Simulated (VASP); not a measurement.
```yaml
crystal:
  lattice:
    - [4.87826, 0.00000, 0.00000]
    - [-2.43913, 4.22469, 0.00000]
    - [0.00000, 0.00000, 2.72029]
  atoms:
    - { symbol: Ge, position: [0.00000, 0.00000, 0.00000] }
    - { symbol: Ge, position: [0.33333, 0.66667, 0.50000] }
    - { symbol: Ge, position: [0.66667, 0.33333, 0.50000] }
```

All values below come from r2SCAN meta-GGA, VASP's PBE PAW potentials (set 64) (plane waves; VASP). Run with 480 eV cut-off, 8×8×10 Γ-centred mesh, first-order Methfessel-Paxton smearing of 0.10 eV, potentials Ge_d.

Problem. Predict the energy per atom (σ→0), band gap (on the k-mesh) with the smallest direct gap where there is one.

Solution. 
```
Quantity                                                    Result
------------------------  ----------------------------------------
band gap (on the k-mesh)  none (metal, semimetal or under 0.01 eV)
energy per atom (σ→0)                              -13326 meV/atom
```

Total energies compare only between runs with the same potentials, cut-off and functional.

The structure was generated: Ge was put into the omega type (P6/mmm), which need not be its known phase. It was relaxed first.
